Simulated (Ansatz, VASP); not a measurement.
# Ba2Mg4Zn3Si19O47 (glassy 68SiO2-14MgO-11ZnO-7BaO (mol %)): VASP beside Ansatz

One calculation is typed for both programs; each brings its own data sets. How far apart do they land? The structure shown is the start of the Ansatz relaxation below; VASP solves that cell, so the two are compared at the walk's first step.

Program: Ansatz 0.2.0. Level of theory: plane waves, with VASP 6.6.1 beside it; single point at PBE. Results are calculated unless marked as measured.

## 1. Starting point

The cell holds 75 atoms: 19 Si, 4 Mg, 3 Zn, 2 Ba and 47 O. Its edges and angles: a = 9.925 Å, b = 9.925 Å, c = 9.925 Å, α = 90.0°, β = 90.0°, γ = 90.0°. As first built, before any earlier steps moved the atoms (in the runner's words): 75 atoms (19 Si, 4 Mg, 3 Zn, 2 Ba, 47 O) placed at random at 3.15 g/cm^3, melted at 4000 K for 10 ps at fixed volume with the Morse and Coulomb pair potential with partial charges (Pedone, Malavasi, Menziani, Cormack and Segre, J. Phys. Chem. B 110, 11780 (2006)). Quenched from 4000 K to 300 K at 25 K/ps and fixed volume, held 5 ps, then minimised at fixed cell.

## 2. Ansatz: relaxation, PBE

Ansatz runs on its default PAW (the set named soft_2) files.

The two programs are compared at the cell with which this relaxation starts, whose forces are those of its first step.

Contents of input.yaml:

```yaml
crystal:
  lattice:
    - [9.9253, 0.0, 0.0]
    - [0.0, 9.9253, 0.0]
    - [0.0, 0.0, 9.9253]
  atoms:
    - { symbol: Si, position: [0.0459, 0.65466, 0.28031] }
    - { symbol: Si, position: [0.70874, 0.82143, 0.07028] }
    - { symbol: Si, position: [0.99942, 0.88373, 0.68386] }
    - { symbol: Si, position: [0.27826, 0.9958, 0.17652] }
    - { symbol: Si, position: [0.77796, 0.43362, 0.64493] }
    - { symbol: Si, position: [0.23756, 0.89753, 0.89892] }
    - { symbol: Si, position: [0.44412, 0.40845, 0.96672] }
    - { symbol: Si, position: [0.474, 0.36828, 0.66513] }
    - { symbol: Si, position: [0.47649, 0.12137, 0.48688] }
    - { symbol: Si, position: [0.52493, 0.17828, 0.17479] }
    - { symbol: Si, position: [0.27507, 0.63378, 0.06999] }
    - { symbol: Si, position: [0.88867, 0.91333, 0.31232] }
    - { symbol: Si, position: [0.05886, 0.17798, 0.31945] }
    - { symbol: Si, position: [0.51475, 0.68356, 0.26997] }
    - { symbol: Si, position: [0.77313, 0.50291, 0.34355] }
    - { symbol: Si, position: [0.73943, 0.09429, 0.96539] }
    - { symbol: Si, position: [0.06074, 0.29481, 0.61881] }
    - { symbol: Si, position: [0.73846, 0.534, 0.94316] }
    - { symbol: Si, position: [0.44369, 0.6886, 0.58762] }
    - { symbol: Mg, position: [0.76066, 0.77338, 0.59817] }
    - { symbol: Mg, position: [0.76516, 0.13175, 0.65744] }
    - { symbol: Mg, position: [0.23277, 0.85498, 0.44324] }
    - { symbol: Mg, position: [0.55445, 0.95701, 0.75868] }
    - { symbol: Zn, position: [0.84784, 0.27556, 0.1476] }
    - { symbol: Zn, position: [0.24184, 0.04042, 0.65195] }
    - { symbol: Zn, position: [0.12468, 0.62303, 0.60197] }
    - { symbol: Ba, position: [0.08268, 0.31866, 0.94575] }
    - { symbol: Ba, position: [0.30246, 0.40285, 0.34566] }
    - { symbol: O, position: [0.29337, 0.73468, 0.61077] }
    - { symbol: O, position: [0.8614, 0.96037, 0.70152] }
    - { symbol: O, position: [0.4104, 0.25949, 0.56358] }
    - { symbol: O, position: [0.75412, 0.68533, 0.99739] }
    - { symbol: O, position: [0.59444, 0.06972, 0.57592] }
    - { symbol: O, position: [0.39278, 0.6144, 0.1849] }
    - { symbol: O, position: [0.01872, 0.81303, 0.30378] }
    - { symbol: O, position: [0.66615, 0.15598, 0.10611] }
    - { symbol: O, position: [0.56266, 0.76211, 0.66636] }
    - { symbol: O, position: [0.58295, 0.78831, 0.16856] }
    - { symbol: O, position: [0.30495, 0.492, 0.98902] }
    - { symbol: O, position: [0.08323, 0.25144, 0.46366] }
    - { symbol: O, position: [0.35998, 0.01501, 0.49379] }
    - { symbol: O, position: [0.81825, 0.88743, 0.16687] }
    - { symbol: O, position: [0.63374, 0.56846, 0.29075] }
    - { symbol: O, position: [0.45861, 0.31025, 0.09743] }
    - { symbol: O, position: [0.96304, 0.73049, 0.64772] }
    - { symbol: O, position: [0.63435, 0.359, 0.6395] }
    - { symbol: O, position: [0.08955, 0.94234, 0.56263] }
    - { symbol: O, position: [0.88715, 0.1326, 0.99149] }
    - { symbol: O, position: [0.431, 0.3451, 0.81805] }
    - { symbol: O, position: [0.2065, 0.98498, 0.03235] }
    - { symbol: O, position: [0.77423, 0.34912, 0.31693] }
    - { symbol: O, position: [0.44399, 0.52311, 0.61683] }
    - { symbol: O, position: [0.11917, 0.4366, 0.65612] }
    - { symbol: O, position: [0.10344, 0.88299, 0.81102] }
    - { symbol: O, position: [0.29124, 0.85895, 0.25] }
    - { symbol: O, position: [0.19778, 0.10446, 0.26922] }
    - { symbol: O, position: [0.28681, 0.75406, 0.96545] }
    - { symbol: O, position: [0.94119, 0.06777, 0.323] }
    - { symbol: O, position: [0.35101, 0.96734, 0.80683] }
    - { symbol: O, position: [0.67475, 0.15677, 0.83782] }
    - { symbol: O, position: [0.03962, 0.29251, 0.21207] }
    - { symbol: O, position: [0.12387, 0.1848, 0.71191] }
    - { symbol: O, position: [0.13147, 0.62572, 0.14303] }
    - { symbol: O, position: [0.42357, 0.05898, 0.14004] }
    - { symbol: O, position: [0.47153, 0.70665, 0.42455] }
    - { symbol: O, position: [0.89285, 0.31312, 0.64118] }
    - { symbol: O, position: [0.57566, 0.50069, 0.95631] }
    - { symbol: O, position: [0.13533, 0.60566, 0.40316] }
    - { symbol: O, position: [0.78097, 0.52438, 0.51107] }
    - { symbol: O, position: [0.68057, 0.93698, 0.95927] }
    - { symbol: O, position: [0.90083, 0.58302, 0.28474] }
    - { symbol: O, position: [0.51092, 0.18074, 0.33765] }
    - { symbol: O, position: [0.79124, 0.86044, 0.42338] }
    - { symbol: O, position: [0.77709, 0.5149, 0.78338] }
    - { symbol: O, position: [0.81852, 0.42567, 0.02264] }
kpoints:
  mp_grid: { grid: [1, 1, 1] }
hamiltonian:
  xc: pbe
scf:
  occupations: { method: fixed }
output:
  forces: true
relax:
  f_tol: 0.05
  max_steps: 150
  cell: {}
```

Started as:

```sh
ansatz run input.yaml --threads 4 --pin off --max-ram 8192MiB --backend cpu --events-out ev --progress --plain --runs-dir out
```

Numbers of over 12 decimals in the logs are rounded to 6 here.

What it wrote:

```text
Engine: ansatz 0.2.0, x86_64-unknown-linux-gnu
Pseudopotentials: kind: paw
Pseudopotential: Si, paw, valence charge 4, recommended cutoff 420 eV (normal), Si.paw.azcp
Pseudopotential: Mg, paw, valence charge 10, recommended cutoff 420 eV (normal), Mg.paw.azcp
Pseudopotential: Zn, paw, valence charge 12, recommended cutoff 420 eV (normal), Zn.paw.azcp
Pseudopotential: Ba, paw, valence charge 10, recommended cutoff 420 eV (normal), Ba.paw.azcp
Pseudopotential: O, paw, valence charge 6, recommended cutoff 420 eV (normal), O.paw.azcp
Functional definition: PBE
  parameter kappa = 0.804
  parameter beta = 0.066725
  exchange = pbe_x(kappa = kappa, mu = beta*pi^2/3)
  correlation = pbe_c(beta = beta)
Crystal: 75 atoms, lattice volume = 977.757 Å³
Basis set: ecut = 420 eV, 19213 PW (Γ), exchange–correlation on 144×144×144 points (8 copies of the dense FFT grid, shifted against one another)
Bands: 302, of which v1, the nominal top of the filled ones, is band 227 counted from 1 (226 counted from 0)
Symmetry: 1 space group operations
Space group: P1 (ITA 1), of the structure as read, at distance tolerance 9.9e-5 Å
k-points: 1
Non-local potential: Si, projectors of the file, l = 0: 2, l = 1: 2, l = 2: 2
Non-local potential: Mg, projectors of the file, l = 0: 3, l = 1: 2, l = 2: 1
Non-local potential: Zn, projectors of the file, l = 0: 2, l = 1: 2, l = 2: 3, l = 3: 1
Non-local potential: Ba, projectors of the file, l = 0: 3, l = 1: 2, l = 2: 2, l = 3: 2
Non-local potential: O, projectors of the file, l = 0: 2, l = 1: 2, l = 2: 1
PAW form: soft (Blöchl's): semilocal exchange-correlation on the pseudo side does not see the compensation charge
PAW one-centre angular grid: Si, 110 points (default); XC on 64 Gauss nodes
PAW one-centre angular grid: Mg, 110 points (default); XC on 64 Gauss nodes
PAW one-centre angular grid: Zn, 590 points (default); XC on 64 Gauss nodes
PAW one-centre angular grid: Ba, 194 points (default); XC on 64 Gauss nodes
PAW one-centre angular grid: O, 110 points (default); XC on 64 Gauss nodes
Initial density: superposition of atomic densities (neutral atoms: chi_scale 0, normalization atom), corrected by the library's trained network
Initial wavefunctions: pseudopotential atomic-orbital guess
Functional: x = pbe(κ = 0.804, μ = 0.219515), c = pbe(β = 0.066725)
SCF iter   1: F=—  HF=-68377.443535 eV  |F-HF|=—  |Δ(HF+E_count)|=         —  Δρ=2.00e-3  dr2=4.51e-2  ethr=1.77e-3  ⟨swp⟩=6.0  Hψ=1051  notcnv=0  defer=73
preconditioner: auto → Resta (q_TF=auto, 2.401 Å⁻¹)  ε∞=3.4  [insulator: Δε(μ)=3.684 eV  Ē_g=15.602 eV  n_scr=250 (ndim 8)  ℏωp=24.3 eV  f_vac=0.115  ε∞_Penn≈3.4]
SCF iter   2: F=—  HF=-68377.450235 eV  |F-HF|=—  |Δ(HF+E_count)|=   6.70e-3  Δρ=1.02e-3  dr2=1.11e-2  ethr=9.94e-6  ⟨swp⟩=3.0  Hψ=525  notcnv=0  defer=73
SCF iter   3: F=—  HF=-68377.452569 eV  |F-HF|=—  |Δ(HF+E_count)|=   2.33e-3  Δρ=4.69e-4  dr2=2.99e-3  ethr=2.44e-6  ⟨swp⟩=3.0  Hψ=410  notcnv=0  defer=66
automatic band count: iteration 3 solves 295 bands in place of 302: the levels show a gap, and the empty bands left out lie too high to hold charge; the band table lists the bands solved (type scf.n_extra_bands for more)
SCF iter   4: F=—  HF=-68377.452457 eV  |F-HF|=—  |Δ(HF+E_count)|=   1.12e-4  Δρ=1.70e-4  dr2=2.72e-4  ethr=6.58e-7  ⟨swp⟩=2.0  Hψ=397  notcnv=0  defer=66
SCF iter   5: F=—  HF=-68377.452512 eV  |F-HF|=—  |Δ(HF+E_count)|=   5.45e-5  Δρ=8.58e-5  dr2=6.81e-5  ethr=6.00e-8  ⟨swp⟩=2.0  Hψ=366  notcnv=0  defer=66
SCF iter   6: F=—  HF=-68377.453740 eV  |F-HF|=—  |Δ(HF+E_count)|=   1.23e-3  Δρ=3.07e-5  dr2=8.47e-6  ethr=1.50e-8  ⟨swp⟩=2.0  Hψ=458  notcnv=0  defer=66
SCF iter   7: F=—  HF=-68377.453743 eV  |F-HF|=—  |Δ(HF+E_count)|=   2.98e-6  Δρ=1.27e-5  dr2=1.38e-6  ethr=1.87e-9  ⟨swp⟩=2.0  Hψ=414  notcnv=0  defer=66
SCF iter   8: F=—  HF=-68377.453744 eV  |F-HF|=—  |Δ(HF+E_count)|=   8.66e-7  Δρ=5.77e-6  dr2=3.37e-7  ethr=3.05e-10  ⟨swp⟩=2.0  Hψ=446  notcnv=0  defer=66
SCF iter   9: F=-68377.453744 eV  HF=-68377.453744 eV  |F-HF|=7.41e-9  |Δ(HF+E_count)|=   2.40e-7  Δρ=1.76e-6  dr2=2.91e-8  ethr=2.20e-11  ⟨swp⟩=4.0  Hψ=962  notcnv=0
SCF 1 converged in 9 iterations: F = -68377.453744 eV  dr2 = 2.91e-8
  greatest PAW one-centre occupation: 1.000 electrons in one spin orbital (limit 2), on the Mg atom at site 20 (counted from 0), in its partial waves of l = 0
relax step   1: F+E_penalty+E_count = -68377.45374409 eV  Δ(F+E_penalty+E_count) = +0.000e0 eV  max|allowed force component| = 3.005e0 eV/Å  Δτ_max = 0.0000 Å  P = +6.187 GPa  Ω = 977.757 Å³  (9 SCF iters, dr2 threshold 1.00e-7 eV, accepted)
Crystal: 75 atoms, lattice volume = 986.169 Å³
Basis set: ecut = 420 eV, 19303 PW (Γ), exchange–correlation on 144×144×144 points (8 copies of the dense FFT grid, shifted against one another)
Initial density: handed on by an earlier stage of this run
Initial wavefunctions: those handed on with the density
[...]
atom  39  O     -0.00860674     0.00079230    -0.00777365
  atom  40  O     -0.00705949     0.00241933     0.00871580
  atom  41  O      0.01915617     0.02182761    -0.01128045
  atom  42  O      0.01010500    -0.01140005    -0.00016650
  atom  43  O      0.00470961    -0.00308774     0.01029005
  atom  44  O      0.01110813     0.00026329     0.00121093
  atom  45  O      0.01299558    -0.00579339    -0.00079303
  atom  46  O      0.00469492     0.02003553     0.00317573
  atom  47  O     -0.00049214     0.00227126     0.01108221
  atom  48  O      0.01471378     0.01202334     0.00652999
  atom  49  O     -0.00452355    -0.00351596    -0.00664608
  atom  50  O     -0.00124609    -0.00259472    -0.00805472
  atom  51  O     -0.00031199     0.00322932    -0.00896076
  atom  52  O     -0.00051855     0.01509887     0.00662976
  atom  53  O     -0.00467058    -0.01954618    -0.00669476
  atom  54  O     -0.01125076     0.00131640     0.00264885
  atom  55  O     -0.00555147     0.00269657     0.00680032
  atom  56  O      0.00231166     0.01929107    -0.00440038
  atom  57  O     -0.00940589     0.00139483    -0.00103090
  atom  58  O      0.00945355     0.00431705     0.01043257
  atom  59  O     -0.00888930    -0.00263520     0.01188571
  atom  60  O      0.00334834     0.00703916    -0.01366818
  atom  61  O     -0.00579025    -0.00290678     0.00532025
  atom  62  O      0.00280200     0.00412716    -0.01646166
[...]
atom  68  O     -0.00177393     0.00873097     0.01002400
  atom  69  O      0.00288002    -0.01491284     0.00500990
  atom  70  O      0.00136559    -0.00510832     0.00766299
  atom  71  O      0.00329819     0.00919898     0.00320582
  atom  72  O     -0.00303127     0.00037966    -0.01280538
  atom  73  O      0.00409345     0.00610833     0.00122325
  atom  74  O      0.00606312    -0.00474998    -0.00016467
  atom  75  O     -0.00361293     0.00371395    -0.00610526
  max |Σ_I F_I| component: 1.35e-5 eV/Å
--- Stress (GPa, compression-positive) ---
       -0.015858      -0.010254      -0.001508
       -0.010254      -0.003540       0.013378
       -0.001508       0.013375      -0.016263
  P = ⅓ Tr σ = -0.0119 GPa (-0.119 kbar)
--- Relaxed structure (13 steps of the walk, 10 accepted, 2 SCFs on fresh bases) ---
  F+E_penalty+E_count = -68381.12518216 eV   max|allowed force component| = 2.750e-2 eV/Å   (the final SCF, on the basis selected at the relaxed cell)
  cell:  # Å, volume = 1003.7795 Å³
    - [9.997878, -0.068690, 0.159809]
    - [-0.068690, 10.128922, -0.0027069]
    - [0.159809, -0.0027069, 9.915153]
  atoms:
    - { symbol: Si, position: [0.049931, 0.651610, 0.287680] }
    - { symbol: Si, position: [0.730517, 0.815422, 0.078128] }
    - { symbol: Si, position: [1.003255, 0.878223, 0.687523] }
    - { symbol: Si, position: [0.269616, 0.989710, 0.177894] }
    - { symbol: Si, position: [0.777930, 0.436253, 0.645513] }
    - { symbol: Si, position: [0.226128, 0.897968, 0.906362] }
    - { symbol: Si, position: [0.446515, 0.418166, 0.969223] }
    - { symbol: Si, position: [0.480737, 0.379756, 0.668708] }
    - { symbol: Si, position: [0.479054, 0.135047, 0.485717] }
    - { symbol: Si, position: [0.502911, 0.177904, 0.164082] }
    - { symbol: Si, position: [0.286120, 0.647423, 0.080355] }
    - { symbol: Si, position: [0.892283, 0.895110, 0.319859] }
    - { symbol: Si, position: [0.052082, 0.164757, 0.312502] }
    - { symbol: Si, position: [0.533759, 0.677489, 0.272705] }
    - { symbol: Si, position: [0.777535, 0.497397, 0.345143] }
    - { symbol: Si, position: [0.724511, 0.087956, 0.959110] }
    - { symbol: Si, position: [0.053816, 0.300071, 0.609872] }
    - { symbol: Si, position: [0.750258, 0.531738, 0.941462] }
    - { symbol: Si, position: [0.450193, 0.692907, 0.587154] }
    - { symbol: Mg, position: [0.768203, 0.779752, 0.602501] }
    - { symbol: Mg, position: [0.769283, 0.122714, 0.659343] }
    - { symbol: Mg, position: [0.246514, 0.864662, 0.448669] }
    - { symbol: Mg, position: [0.529290, 0.967422, 0.740155] }
    - { symbol: Zn, position: [0.833509, 0.280868, 0.143480] }
    - { symbol: Zn, position: [0.232511, 0.060113, 0.659972] }
    - { symbol: Zn, position: [0.119042, 0.623500, 0.599727] }
    - { symbol: Ba, position: [0.077157, 0.318475, 0.940752] }
    - { symbol: Ba, position: [0.296480, 0.403946, 0.351673] }
    - { symbol: O, position: [0.294089, 0.733126, 0.602759] }
    - { symbol: O, position: [0.857575, 0.950987, 0.692221] }
    - { symbol: O, position: [0.415219, 0.275074, 0.561417] }
    - { symbol: O, position: [0.768617, 0.683134, 0.993094] }
    - { symbol: O, position: [0.605595, 0.080581, 0.561343] }
    - { symbol: O, position: [0.401928, 0.617600, 0.192801] }
    - { symbol: O, position: [0.032422, 0.808222, 0.325130] }
    - { symbol: O, position: [0.651963, 0.161159, 0.099413] }
    - { symbol: O, position: [0.563447, 0.778037, 0.667172] }
    - { symbol: O, position: [0.598912, 0.791645, 0.178109] }
    - { symbol: O, position: [0.311409, 0.508017, 0.990070] }
    - { symbol: O, position: [0.079562, 0.254196, 0.451780] }
    - { symbol: O, position: [0.358884, 0.027857, 0.504503] }
    - { symbol: O, position: [0.853046, 0.875834, 0.161075] }
    - { symbol: O, position: [0.635400, 0.554109, 0.288943] }
    - { symbol: O, position: [0.436575, 0.314079, 0.099116] }
    - { symbol: O, position: [0.962101, 0.725632, 0.648472] }
    - { symbol: O, position: [0.640053, 0.350066, 0.659361] }
    - { symbol: O, position: [0.106156, 0.939311, 0.572418] }
    - { symbol: O, position: [0.871247, 0.150618, 0.972662] }
    - { symbol: O, position: [0.421384, 0.347925, 0.821749] }
    - { symbol: O, position: [0.182820, 0.986202, 0.039850] }
    - { symbol: O, position: [0.779333, 0.342260, 0.321941] }
    - { symbol: O, position: [0.455801, 0.529264, 0.615881] }
[...]
- { symbol: O, position: [0.140759, 0.588440, 0.401631] }
    - { symbol: O, position: [0.781562, 0.531673, 0.512701] }
    - { symbol: O, position: [0.690787, 0.927829, 0.970984] }
    - { symbol: O, position: [0.902272, 0.582541, 0.275793] }
    - { symbol: O, position: [0.498383, 0.195313, 0.328877] }
    - { symbol: O, position: [0.778989, 0.843955, 0.421823] }
    - { symbol: O, position: [0.785776, 0.532732, 0.775679] }
    - { symbol: O, position: [0.846473, 0.429465, 0.00969821] }
```

[end of part 1 of 2]

[Lines on the potential files, build, host, timing and source positions are cut from VASP's logs without a mark.]

[Logs are printed without paths, hosts, clocks, repeated set-up lines and the standing remarks that a program may print on its own settings, such as how far it seeks lower states.]

[Hosts, paths, dates, database ids (printed as entryN), source tags and the programs' standing remarks are cut or masked in the printed files.]
